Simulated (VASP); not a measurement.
Data:

```yaml
crystal:
  lattice:
    - [2.20078, -3.78192, 0.00000]
    - [2.20078, 3.78192, 0.00000]
    - [0.00000, 0.00000, 4.54302]
  atoms:
    - { symbol: Ga, position: [0.15567, 0.84433, 0.91432] }
    - { symbol: Ga, position: [0.34433, 0.65567, 0.41432] }
    - { symbol: Ga, position: [0.65567, 0.34433, 0.58568] }
    - { symbol: Ga, position: [0.84433, 0.15567, 0.08568] }
```

Calculation: r2SCAN+rVV10, VASP's PBE PAW potentials (set 64) (plane waves; VASP). Numerical set-up: 520 eV cut-off, 9×9×8 Γ-centred mesh, tetrahedra with Blöchl corrections, potentials Ga_d.

The cores are frozen, which limits the accuracy of field gradients.

Give the principal components of the electric field gradient (V/Å²) and the asymmetry η at each nucleus.

```json
[
 {"atom": "Ga1", "Vxx": "23.1", "Vyy": "19.4", "Vzz": "-42.5", "η": "0.09"},
 {"atom": "Ga2", "Vxx": "23.1", "Vyy": "19.4", "Vzz": "-42.5", "η": "0.09"},
 {"atom": "Ga3", "Vxx": "23.1", "Vyy": "19.4", "Vzz": "-42.5", "η": "0.09"},
 {"atom": "Ga4", "Vxx": "23.1", "Vyy": "19.4", "Vzz": "-42.5", "η": "0.09"}
]
```

The compound is Ga in the alpha structure. It was relaxed first.
